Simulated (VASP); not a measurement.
Consider the following.

```xyz
2
Lattice="0.0000 2.6712 2.6712 2.6712 0.0000 2.6712 2.6712 2.6712 0.0000" Properties=species:S:1:pos:R:3 pbc="T T T"
Si     0.0000     0.0000     0.0000
Hf     2.6712     2.6712     2.6712
```

All values below come from r2SCAN meta-GGA, VASP's PBE PAW potentials (set 64) (plane waves; VASP). Run with 400 eV cut-off, 13×13×13 Γ-centred mesh, tetrahedra with Blöchl corrections, potentials Si Hf_pv.

Problem. Give the energies of bands 5 to 10 at the high-symmetry points, in eV from the Fermi level.

Solution. 
```tsv
band	Γ	X	U	L	W
5	0.32	-3.41	-3.60	-5.82	-3.06
6	0.32	-1.90	-3.26	-2.30	-3.06
7	0.32	0.05	-1.36	-2.30	-2.82
8	0.89	0.05	0.67	3.49	2.57
9	0.89	2.18	3.72	3.49	2.90
10	2.43	2.83	4.06	4.03	2.90
```

It has no gap at this level: it comes out as a metal or semimetal.

The structure was generated: HfSi was put into the rocksalt type (Fm-3m), which need not be its known phase. It was relaxed first, which changed the volume by -19 %.
